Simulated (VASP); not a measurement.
Input:

```
Al3Ti
1.0
   -1.90881     1.90881     4.27018
    1.90881    -1.90881     4.27018
    1.90881     1.90881    -4.27018
Ti Al
1 3
Direct
  0.00000   0.00000   0.00000
  0.50000   0.50000   0.00000
  0.75000   0.25000   0.50000
  0.25000   0.75000   0.50000
```

Calculation: PBEsol GGA, VASP's PBE PAW potentials (set 64) (plane waves; VASP 6.6.1). Run with 400 eV cut-off, Gaussian smearing of 0.050 eV, potentials Ti_sv Al.

### Question
Give the energies of bands 5 to 13 at the high-symmetry points, in eV from the Fermi level.

### Answer

```
band       Γ      X      P      N      M      S      R
----  ------  -----  -----  -----  -----  -----  -----
5     -10.12  -5.85  -5.75  -7.34  -8.49  -7.07  -5.81
6      -2.84  -5.07  -4.80  -6.98  -7.59  -6.75  -5.67
7      -2.61  -4.37  -4.80  -3.61  -2.01  -5.57  -4.91
8      -1.42  -3.76  -4.26  -2.92  -0.90  -1.06  -3.62
9      -1.22  -2.69  -1.82  -1.05  -0.90  -0.76  -2.19
10     -1.22  -2.19  -1.82  -0.25  -0.23  -0.59  -1.34
11      0.86  -0.98  -1.13   0.52   0.72   0.58  -0.85
12      1.78   1.80   0.89   1.83   0.72   1.62   1.72
13      1.78   1.97   1.80   2.12   0.98   2.14   1.94
```

It has no gap at this level: it comes out as a metal or semimetal.

The compound is TiAl3 in the sg139 structure. It was relaxed first. The electron count is odd and the run is not spin-polarised, which forces a metal.
